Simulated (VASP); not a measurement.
# TiAl2 with PBEsol: from relaxation to properties

Wanted: the relaxed cell of TiAl2 and its properties. The steps: full relaxation (PBEsol), second relaxation, single point with fields (PBEsol), bands along the symmetry lines (PBEsol), density of states (PBEsol), electric field gradients (PBEsol) and vibrations at Γ (PBEsol). The start is a cell from a database of measured crystal structures.

Main program and level: VASP 6.6.1; PBEsol; plane waves and PAW (Ti_sv, Al).

This is a report of a sequence of runs, with most program output left out.

### 1. Set-up

Before any relaxation, the start is as follows. The structure is orthorhombic, space group Cmmm (No. 65). The conventional cell has a = 3.959 Å, b = 12.094 Å, c = 4.032 Å, α = 90.00°, β = 90.00°, γ = 90.00°. Nearest to Ti lie 10 Al at 2.68 to 2.92 Å. Al has 4 Ti at 2.68 Å and 8 Al at 2.83 to 2.93 Å nearest. Nearest to Al lie 6 Al at 2.67 to 2.93 Å and 6 Ti at 2.84 to 2.92 Å. Nearest to Al lie 4 Ti at 2.70 Å and 8 Al at 2.83 to 2.91 Å. Farther neighbours are not listed.

### 2. Full relaxation (PBEsol)

Properties are meant for the cell that this level of theory prefers, so cell and atoms are relaxed first (ISIF = 3) until forces and stress are small; EDIFFG sets the threshold. PBEsol restores the gradient expansion of exchange and is tuned for the cells of solids.

File INCAR:

```
SYSTEM = TiAl2
PREC = Accurate
ENCUT = 400
EDIFF = 1E-06
NELM = 100
ISMEAR = 1
SIGMA = 0.2
LREAL = .FALSE.
ALGO = Normal
GGA = PS
NBANDS = 24
LASPH = .TRUE.
LORBIT = 11
LWAVE = .FALSE.
LCHARG = .FALSE.
KPAR = 4
IBRION = 2
NSW = 60
ISIF = 3
EDIFFG = -0.01
```

File POSCAR:

```
TiAl2
1.0
    3.9591000000      0.0000000000      0.0000000000
    0.0000000000      0.0000000000      4.0315000000
    1.9795500000     -6.0472000000      0.0000000000
Ti Al
2 4
Direct
    0.3510000000      0.0000000000      0.2980000000
    0.6490000000      0.0000000000      0.7020000000
    0.0000000000      0.0000000000      0.0000000000
    0.1760000000      0.5000000000      0.6480000000
    0.8240000000      0.5000000000      0.3520000000
    0.5000000000      0.5000000000      0.0000000000
```

File KPOINTS:

```
Automatic mesh
0
Gamma
7 7 7
0 0 0
```

The projector-augmented-wave data sets are Ti_sv and Al (PBE family, release 64).

On the command line:

```
$ mpirun -np 4 vasp_std
```

Wall time 1.7 min (4 MPI ranks of Intel Xeon Platinum 8559C (Emerald Rapids), shared host); peak memory 0.97 GiB; 6.7 min of CPU time.

The PAW data sets were made with PBE, which is usual practice but a small mismatch for other functionals. The run keeps the 8 symmetry operations of its start, so it cannot find a distortion of lower symmetry.

The steps of the relaxation:

```csv
step,energy less that of the first step (eV),largest force (eV/Å),pressure (GPa),volume (Å³)
1,0.0000,0.8713,-2.90,96.52
2,-0.0934,0.4975,1.36,92.50
3,-0.0940,0.4580,1.77,92.15
4,-0.1206,0.1138,0.05,93.29
5,-0.1207,0.1081,-0.04,93.36
6,-0.1240,0.0606,-0.09,93.38
7,-0.1248,0.0210,-0.12,93.39
8,-0.1248,0.0233,-0.12,93.39
9,-0.1249,0.0102,0.10,93.21
10,-0.1249,0.0126,0.07,93.24
11,-0.1249,0.0133,0.05,93.25
12,-0.1250,0.0025,0.01,93.29
```

```csv
"conventional cell, symmetrised",before,after,change
a (Å),3.959,3.900,-1.5 %
b (Å),12.094,12.050,-0.4 %
c (Å),4.032,3.970,-1.5 %
volume (Å³/atom),16.09,15.55,-3.3 %
```

The atoms that moved most (Å, as changes of fractional coordinates times the final cell):

```csv
atom,dx,dy,dz,length
Ti1,0.000,-0.087,0.000,0.087
Ti2,0.000,0.087,0.000,0.087
Al4,0.000,-0.038,0.000,0.038
Al5,0.000,0.038,0.000,0.038
```

Final coordinates:

```xyz
6
Lattice="3.9004 0.0000 0.0000 0.0000 0.0000 3.9698 1.9502 -6.0251 0.0000" Properties=species:S:1:pos:R:3 pbc="T T T"
Ti    1.9502   -1.8826    0.0000
Ti    3.9004   -4.1425    0.0000
Al    0.0000    0.0000    0.0000
Al    1.9502   -3.9425    1.9849
Al    3.9004   -2.0826    1.9849
Al    1.9502    0.0000    1.9849
```

This step gave:

```yaml
electrons: 36
bands: 24
irreducible_k_points: 64
symmetry_operations: 8
free_energy_toten: -35.64 eV
energy_at_zero_smearing: -35.65 eV
fermi_energy: 8.670 eV
pressure: 0.01054 GPa
metallic: yes
scf_cycles_over_all_ionic_steps: 89
```

It ends with a largest force of 0.003 eV/Å and a pressure of 0.01 GPa. The volume lies -3.3 % from that of the database's start, which holds the thermal and zero-point expansion of its experiment.

### 3. Second relaxation

The basis stayed that of the start cell while the cell moved. A rerun from the cell reached resets it; the error of the finite cutoff stays.

INCAR is that of step 2.

File POSCAR:

```
TiAl2
1.0
    3.9003963231      0.0000000000      0.0000000000
    0.0000000000      0.0000000000      3.9698210848
    1.9501981615     -6.0251219383      0.0000000000
Ti Al
2 4
Direct
    0.3437692304      0.0000000000      0.3124615392
    0.6562307696      0.0000000000      0.6875384608
    0.0000000000      0.0000000000      0.0000000000
    0.1728241345      0.5000000000      0.6543517311
    0.8271758655      0.5000000000      0.3456482689
    0.5000000000      0.5000000000      0.0000000000
```

KPOINTS is that of step 2.

On the command line:

```
$ mpirun -np 4 vasp_std
```

It took 16 s on 4 MPI ranks; peak memory 0.87 GiB.

Little changed from the start: no atom moved by 0.005 Å and no cell edge by 0.1 %.

This step gave:

```
energy at zero smearing         : -35.64 eV
Fermi energy                    : 8.671 eV
pressure                        : -0.03396 GPa
SCF cycles over all ionic steps : 14
```

It ends with a largest force of 0.003 eV/Å and a pressure of -0.03 GPa. The volume moved by under 0.01 %: the run met its threshold at the first step.

### 4. Single point with fields (PBEsol)

A single point on the relaxed cell gives a clean self-consistent state, with density, ELF and potential written out.

INCAR: that of step 3 with these lines changed.

```diff
@@ -14,7 +14,5 @@
 LWAVE = .FALSE.
-LCHARG = .FALSE.
-KPAR = 4
-IBRION = 2
-NSW = 60
-ISIF = 3
-EDIFFG = -0.01
+LCHARG = .TRUE.
+ISIF = 2
+LELF = .TRUE.
+LVHAR = .TRUE.
```

POSCAR is that of step 3.

KPOINTS is that of step 3.

On the command line:

```
$ mpirun -np 4 vasp_std
```

It took 17 s on 4 MPI ranks; peak memory 0.59 GiB; 66 s of CPU time.

This step gave:

- SCF cycles: 14

Valence electrons inside each PAW sphere by angular momentum. Sphere charges, by row:

```csv
atom,s (e),p (e),d (e),tot (e)
Ti1,2.18,6.119,2.019,10.32
Ti2,2.18,6.119,2.019,10.32
Al3,0.424,0.412,0,0.836
Al4,0.411,0.414,0,0.826
Al5,0.411,0.414,0,0.826
Al6,0.419,0.416,0,0.835
```

ELF in the bc plane of the conventional cell at fractional x = 0.000, with atoms of Ti and Al within 0.2 Å of it. It is the smooth field of the valence electrons, not physical close to the nuclei.

Ten even steps from '0' (0.02) to '9' (0.94), each cell a mean:
```
0256555411588411442127973135556630
1466666631244213564213531156666652
3566667752111135666421111367667654
3356544554212355434543113554346543
1244200244334663102565434531013432
1233100144445663001565444420003421
2345421354323564213554324542124532
3456655653111245555531112466566653
3566667641122124665312221267766653
0366656521466312453125752146666641
0156544311699511342138983124456630
```
Columns run along b (12.1 Å), rows up along c (4.0 Å), edges of the conventional cell, whose origin can differ from the input's. Atoms in or near the plane, at fractional coordinates: Ti at (0.34, 0.00), Ti at (0.66, 0.00), Al at (0.00, 0.00), Al at (0.17, 0.50), Al at (0.83, 0.50), Al at (0.50, 0.50).

Electrostatic potential energy in the bc plane of the conventional cell at fractional x = 0.000, with atoms of Ti and Al within 0.2 Å of it. With pseudopotentials it is smooth inside the atoms' cores, unlike the true potential.

Ten even steps from '0' (-83 eV) to '9' (2 eV), each cell a mean:
```
0379999997422489999963235999999851
5789999998645689999985457999999986
8999998999988999989998889999899998
9999865799999998657899999986578999
9998510489999986103899999961037999
9998400389999985002799999850017999
9998632589999997325899999973248999
9999877899999998778999999998789999
7899999999867899999987678999999988
2589999998533589999974346999999973
0279999997322479999852125899999850
```
Columns run along b (12.1 Å; values clipped at the 3rd and 97th percentile), rows up along c (4.0 Å), edges of the conventional cell, whose origin can differ from the input's. Atoms in or near the plane, at fractional coordinates: Ti at (0.34, 0.00), Ti at (0.66, 0.00), Al at (0.00, 0.00), Al at (0.17, 0.50), Al at (0.83, 0.50), Al at (0.50, 0.50).

Valence density in the bc plane of the conventional cell at fractional x = 0.000, with atoms of Ti and Al within 0.2 Å of it. It is the smooth field of the valence electrons, not physical close to the nuclei.

Ten steps, logarithmic in the rise over the least value, from '0' (0 e/Å³) to '9' (13 e/Å³), each cell a mean:
```
0122111113799631111258985211111210
1122111112566421111235663211111211
1112222221233222222222322122222211
1111111121111122111221111121112111
1111100111111121001221111111011111
1111100111111121001221111110001111
1111111121111121111221111111111111
1112222221112222222222211122122111
1122222212344322222224442212222211
1122111113688521111247874211111211
0111111114799731111258996211111210
```
Columns run along b (12.1 Å), rows up along c (4.0 Å), edges of the conventional cell, whose origin can differ from the input's. Atoms in or near the plane, at fractional coordinates: Ti at (0.34, 0.00), Ti at (0.66, 0.00), Al at (0.00, 0.00), Al at (0.17, 0.50), Al at (0.83, 0.50), Al at (0.50, 0.50).

In this run the pressure is -0.03 GPa, small enough to go on.

### 5. Bands along the symmetry lines (PBEsol)

The mesh alone shows little of the dispersion and can miss band extrema, so KPOINTS_OPT adds a path through the symmetry points after the self-consistent cycle.

File INCAR:

```
SYSTEM = TiAl2
PREC = Accurate
ENCUT = 400
EDIFF = 1E-06
NELM = 100
ISMEAR = 1
SIGMA = 0.2
LREAL = .FALSE.
ALGO = Normal
GGA = PS
NBANDS = 34
LASPH = .TRUE.
LORBIT = 11
LWAVE = .FALSE.
LCHARG = .FALSE.
KPAR = 4
```

POSCAR is that of step 4.

KPOINTS is that of step 4.

File KPOINTS_OPT:

```
Line mode
16
Line-mode
Reciprocal
  0.00000000   0.00000000   0.00000000 GAMMA
  0.55238366   0.00000000   0.27619183 X

  0.55238366   0.00000000   0.27619183 X
  0.50000000   0.00000000   0.00000000 S

  0.50000000   0.00000000   0.00000000 S
  0.50000000   0.50000000   0.00000000 R

  0.50000000   0.50000000   0.00000000 R
  0.55238366   0.50000000   0.27619183 A

  0.55238366   0.50000000   0.27619183 A
  0.00000000   0.50000000   0.00000000 Z

  0.00000000   0.50000000   0.00000000 Z
  0.00000000   0.00000000   0.00000000 GAMMA

  0.00000000   0.00000000   0.00000000 GAMMA
  0.00000000   0.00000000  -0.50000000 Y

  0.00000000   0.00000000  -0.50000000 Y
  0.44761634   0.00000000  -0.27619183 X1

  0.44761634   0.00000000  -0.27619183 X1
  0.44761634   0.50000000  -0.27619183 A1

  0.44761634   0.50000000  -0.27619183 A1
  0.00000000   0.50000000  -0.50000000 T

  0.00000000   0.50000000  -0.50000000 T
  0.00000000   0.00000000  -0.50000000 Y

  0.00000000   0.50000000   0.00000000 Z
  0.00000000   0.50000000  -0.50000000 T
```

On the command line:

```
$ mpirun -np 4 vasp_std
```

Elapsed: 52 s, on 4 MPI ranks; peak memory 1.2 GiB.

The cell is typed on its shortest vectors, so the axes of tensors and the coordinates of k-points follow the printed cell and not the standard setting.

Numbers from this step:

```
SCF cycles : 15
bands      : 34
pressure   : -0.03585 GPa
```

The electronic bands at the labelled points (eV, zero at the Fermi level; # counts the bands kept):

```csv
point,#7,#8,#9,#10,#11,#12,#13,#14
Γ,-1.63,-0.72,-0.54,-0.51,0.37,0.56,0.86,1.00
0.47 of the way,-1.54,-1.12,-0.65,-0.64,0.68,1.01,1.26,1.51
X,-1.59,-1.17,-1.06,-0.33,0.91,1.00,1.11,1.69
0.47 of the way,-1.72,-1.22,-1.02,-0.33,0.93,1.06,1.23,1.60
S,-1.67,-1.29,-1.00,-0.28,0.82,1.17,1.32,1.46
0.47 of the way,-2.13,-1.66,-1.54,-0.59,-0.16,1.25,1.51,1.55
R,-2.45,-1.76,-1.52,-1.14,-0.57,1.26,1.31,1.34
0.53 of the way,-2.72,-1.86,-1.44,-0.87,-0.66,1.26,1.26,1.31
A,-2.73,-2.08,-1.16,-0.79,-0.75,1.18,1.25,1.31
0.47 of the way,-2.73,-2.73,-1.99,-0.59,0.65,1.14,1.40,1.44
Z,-1.57,-0.85,-0.20,0.07,0.56,1.04,1.12,1.36
0.53 of the way,-1.38,-1.08,-0.48,-0.01,0.28,0.46,0.50,1.21
Γ,-1.63,-0.72,-0.54,-0.51,0.37,0.56,0.86,1.00
0.47 of the way,-1.66,-0.78,-0.71,-0.54,0.30,0.83,1.01,1.09
Y,-1.77,-1.27,-0.71,-0.54,0.23,1.18,1.22,1.25
0.53 of the way,-1.89,-1.18,-0.96,-0.21,0.04,0.66,0.71,1.88
X1,-1.59,-1.17,-1.06,-0.33,0.91,1.00,1.11,1.69
0.47 of the way,-2.23,-2.03,-1.01,-0.72,0.32,0.40,1.41,1.63
A1,-2.73,-2.08,-1.16,-0.79,-0.75,1.18,1.25,1.31
0.47 of the way,-1.79,-1.07,-0.76,-0.72,0.08,1.16,1.19,1.40
T,-2.00,-0.85,0.06,0.83,0.95,1.36,1.48,1.75
0.53 of the way,-1.76,-1.03,-0.67,0.05,0.47,1.19,1.26,1.51
Y,-1.77,-1.27,-0.71,-0.54,0.23,1.18,1.22,1.25
jump to Z,-1.57,-0.85,-0.20,0.07,0.56,1.04,1.12,1.36
0.47 of the way,-1.82,-0.63,-0.41,0.71,0.79,1.12,1.17,1.50
T,-2.00,-0.85,0.06,0.83,0.95,1.36,1.48,1.75
```

Of the projections kept (Ti, Al), the largest for each band there; the rest of the weight can lie on other orbitals:

```csv
point,#7,#8,#9,#10,#11,#12,#13,#14
Γ,Ti 0.51,Ti 0.74,Ti 0.86,Ti 0.84,Ti 1.00,Ti 0.93,Ti 0.70,Ti 1.00
X,Ti 0.84,Ti 0.84,Ti 0.80,Ti 0.81,Ti 0.91,Ti 1.00,Ti 0.85,Ti 0.98
S,Ti 0.76,Ti 0.84,Ti 0.91,Ti 0.80,Ti 0.97,Ti 0.90,Ti 0.84,Ti 0.98
R,Al 0.59,Ti 0.85,Ti 0.68,Ti 0.60,Ti 0.91,Ti 0.99,Ti 1.00,Ti 0.94
A,Al 0.56,Ti 0.51,Ti 0.82,Ti 0.77,Ti 0.89,Ti 0.89,Ti 0.99,Ti 1.00
Z,Ti 0.77,Ti 0.75,Ti 0.77,Ti 1.00,Ti 0.89,Ti 0.98,Ti 0.94,Ti 0.81
```

There is no gap at this level.

### 6. Density of states (PBEsol)

Here the states are counted by energy and projected on the atoms. The mesh is finer than in the run before.

INCAR: that of step 5 with these lines changed.

```diff
@@ -5,3 +5,3 @@
 NELM = 100
-ISMEAR = 1
+ISMEAR = -5
 SIGMA = 0.2
@@ -16 +16,2 @@
 KPAR = 4
+NEDOS = 2001
```

POSCAR is that of step 5.

File KPOINTS:

```
Automatic mesh
0
Gamma
11 10 11
0 0 0
```

On the command line:

```
$ mpirun -np 4 vasp_std
```

Elapsed: 63 s, on 4 MPI ranks; peak memory 1.7 GiB.

With tetrahedra the forces and stress of a metal are not exact derivatives of the energy.

Numbers from this step:

```yaml
irreducible_k_points: 216
fermi_energy: 8.666 eV
pressure: -0.03493 GPa
dos_at_the_fermi_level: 2.241 states/eV/cell
```

The density of states has structure finer than the step of the table below, so its rows give means over 0.5 eV, whole bins alone (the curve runs from -12.0 to 2.55 eV). Peaks (eV: height): total -1.73: 5.11, 1.15: 6.83, 1.59: 10.8; Ti d -0.25: 2.01, 1.59: 7.16; Al p -1.73: 0.539, -1.21: 0.368, 1.59: 0.307; Al s -7.92: 0.26, -5.34: 0.335, -4.90: 0.360, 1.59: 0.0707; Ti p -1.73: 0.120, 1.15: 0.102, 1.59: 0.166, 1.81: 0.140.

States under -12.0 eV and over 2.6 eV are left out. Density of states against energy, zero at the Fermi level; means over each step; values in states/eV/cell:

```csv
energy (eV),total,Ti d,Al p,Al s,Ti p,Ti s
-10.5,0,0,0,0,0,0
-10.0,0.174,0,8.7e-4,0.0415,8.1e-4,0.00959
-9.5,0.569,6.4e-4,0.00688,0.134,0.00560,0.0266
-9.0,0.694,0.00232,0.0140,0.160,0.00995,0.0270
-8.5,0.808,0.00503,0.0226,0.181,0.0148,0.0258
-8.0,1.10,0.0117,0.0387,0.238,0.0223,0.0319
-7.5,0.924,0.0148,0.0378,0.191,0.0195,0.0281
-7.0,1.19,0.0254,0.0571,0.232,0.0268,0.0421
-6.5,1.35,0.0367,0.0723,0.254,0.0332,0.0457
-6.0,1.49,0.0543,0.0862,0.273,0.0401,0.0415
-5.5,1.76,0.0891,0.108,0.315,0.0460,0.0400
-5.0,1.66,0.119,0.104,0.290,0.0406,0.0286
-4.5,1.68,0.141,0.124,0.249,0.0410,0.0386
-4.0,1.85,0.183,0.180,0.185,0.0414,0.0606
-3.5,2.00,0.218,0.230,0.133,0.0506,0.0621
-3.0,2.57,0.348,0.313,0.126,0.0733,0.0608
-2.5,3.14,0.529,0.400,0.0844,0.107,0.0470
-2.0,4.33,1.11,0.498,0.0746,0.107,0.0394
-1.5,3.98,1.32,0.384,0.0581,0.0857,0.0397
-1.0,3.67,1.50,0.303,0.0405,0.0647,0.0247
-0.5,3.56,1.67,0.244,0.0363,0.0465,0.0256
0.0,2.56,1.35,0.130,0.0234,0.0248,0.0202
0.5,3.43,1.92,0.144,0.0299,0.0358,0.0336
1.0,5.26,3.14,0.185,0.0406,0.0691,0.0585
1.5,7.44,4.82,0.217,0.0533,0.108,0.101
2.0,5.26,3.32,0.161,0.0513,0.122,0.0630
```

The finer mesh and the other smearing move the Fermi level by -0.00 eV from the 7×7×7 run, a small shift, which tests the Fermi level alone. Of the states within 0.3 eV of the Fermi level, the largest shares in the PAW spheres are Ti d 53 % and Al p 5 %. The rest lies in smaller channels or between the spheres.

### 7. Electric field gradients (PBEsol)

Field gradients probe how far the charge around each nucleus departs from cubic symmetry; LASPH keeps the non-spherical terms inside the spheres.

File INCAR:

```
SYSTEM = TiAl2
PREC = Accurate
ENCUT = 400
EDIFF = 1E-07
NELM = 100
ISMEAR = 1
SIGMA = 0.2
LREAL = .FALSE.
ALGO = Normal
GGA = PS
NBANDS = 24
LASPH = .TRUE.
LORBIT = 11
LWAVE = .FALSE.
LCHARG = .FALSE.
KPAR = 4
LEFG = .TRUE.
```

POSCAR is that of step 6.

File KPOINTS:

```
Automatic mesh
0
Gamma
7 7 7
0 0 0
```

On the command line:

```
$ mpirun -np 4 vasp_std
```

It took 18 s on 4 MPI ranks; peak memory 0.9 GiB; 69 s of CPU time.

This step gave:

- SCF cycles: 16
- bands: 24
- irreducible k-points: 64
- Fermi energy: 8.671 eV
- pressure: -0.03293 GPa

Electric field gradients, by row:

```csv
atom,Vxx (V/Å²),Vyy (V/Å²),Vzz (V/Å²),asymmetry
Ti1,14.91,0.643,-15.55,0.917
Ti2,14.91,0.643,-15.55,0.917
Al3,-18.5,-6.428,24.93,0.484
Al4,-15.22,-0.926,16.14,0.885
Al5,-15.22,-0.926,16.14,0.885
Al6,-19.87,-7.422,27.29,0.456
```

The largest gradient, 27.29 V/Å², sits on Al6; times the quadrupole moment of a nucleus that has one, it gives the coupling that NMR and NQR see.

### 8. Vibrations at Γ (PBEsol)

Zone-centre modes test whether the atoms sit at a minimum within this cell. IBRION = 8 takes the force constants from linear response, which needs tightly converged orbitals.

INCAR: that of step 7 with these lines changed.

```diff
@@ -3,3 +3,3 @@
 ENCUT = 400
-EDIFF = 1E-07
+EDIFF = 1E-08
 NELM = 100
@@ -16,2 +16,3 @@
 KPAR = 4
-LEFG = .TRUE.
+IBRION = 8
+ISIF = 2
```

POSCAR is that of step 7.

File KPOINTS:

```
Automatic mesh
0
Gamma
8 8 8
0 0 0
```

On the command line:

```
$ mpirun -np 4 vasp_std
```

Wall time 15 min (4 MPI ranks); peak memory 2.5 GiB; 59 min of CPU time.

Energies printed during the response cycles are not total energies of the cell.

This step gave:

- irreducible k-points: 105
- pressure of the cell: -0.04167 GPa
- largest force of the cell: 0.01786 eV/Å
- Fermi energy: 8.676 eV

The modes at Γ (shares of kinetic energy by element, %):

```csv
mode,frequency (cm⁻¹),symmetry,Ti %,Al %
1,-0.1,acoustic,47,53
2,-0.1,acoustic,47,53
3,-0.1,acoustic,47,53
4,220.9,Bg,83,17
5,234.7,Bg,45,55
6,238.7,Bu,10,90
7,245.8,Bu,10,90
8,251.6,Ag,88,12
9,259.5,Bu,29,71
10,284.3,Bu,27,73
11,293.3,Bu,2,98
12,308.9,Bu,26,74
13,312.6,Ag,12,88
14,318.9,Bg,55,45
15,333.0,Bu,23,77
16,342.2,Bg,17,83
17,357.4,Bu,17,83
18,358.9,Bu,17,83
```

Displacements in mode 4 (220.9 cm⁻¹), the largest set to 1:
```
Ti1  1.00  0.00  0.00
Ti2 -1.00  0.00  0.00
Al3  0.00  0.00  0.00
Al4 -0.60  0.00  0.00
Al5  0.60  0.00  0.00
Al6  0.00  0.00  0.00
```

Displacements in mode 16 (342.2 cm⁻¹), the largest set to 1:
```
Ti1 -0.34  0.00  0.00
Ti2  0.34  0.00  0.00
Al3  0.00  0.00  0.00
Al4 -1.00  0.00  0.00
Al5  1.00  0.00  0.00
Al6  0.00  0.00  0.00
```

The three acoustic modes lie within 0.1 cm⁻¹ of zero, and all others are real. By the characters of their eigenvectors the optical modes sort into (cm⁻¹) Raman active: Bg 221, Bg 235, Ag 252, Ag 313, Bg 319, Bg 342; infrared active: Bu 239, Bu 246, Bu 260, Bu 284, Bu 293, Bu 309, Bu 333, Bu 357, Bu 359. B labels carry no number here, since it depends on the setting of the axes. With a centre of inversion no mode is active in both.

### 9. What came out

```json
{"relaxed volume": "15.55 Å³/atom", "relaxed conventional cell a, b, c": "3.900, 12.050, 3.970 Å", "space group after relaxing, within 0.02 Å": "Cmmm (No. 65)", "band gap": "none, a metal", "DOS at the Fermi level": "2.24 states/eV/cell", "largest field gradient Vzz": "27.29 V/Å² on Al6", "highest zone-centre mode": "359 cm⁻¹"}
```

**Reading.** With PBEsol, TiAl2 relaxes to 15.55 Å³/atom in space group Cmmm (held by the symmetry of the run) and comes out as a metal. Against the listed cell the volume lies -3.3 % (a -1.5 %, b -0.4 %, c -1.5 %). Bands along the symmetry lines (PBEsol): Of the bands kept, 3 cross the Fermi level on this path. Vibrations at Γ (PBEsol): The highest mode in this list at Γ, 358.9 cm⁻¹, is mostly motion of Al (83 % of the kinetic energy). Modes at Γ alone can't show that the crystal is stable at other wave vectors. No search among competing phases was made, and a listed structure need not be the one stable at ambient conditions. All values are for a static lattice at zero temperature.

[Lines on the potential files, build, host, timing and source positions are cut from VASP's logs without a mark.]

[Logs are printed without paths, hosts, clocks, repeated set-up lines and the standing remarks that a program may print on its own settings, such as how far it seeks lower states.]

[Hosts, paths, dates, database ids (printed as entryN), source tags and the programs' standing remarks are cut or masked in the printed files.]

[A measured line is paired with the nearest computed mode of its activity, which favours agreement.]

[In band tables of VASP the shares of atoms and orbitals are scaled to a sum of 1 inside the atoms' spheres.]
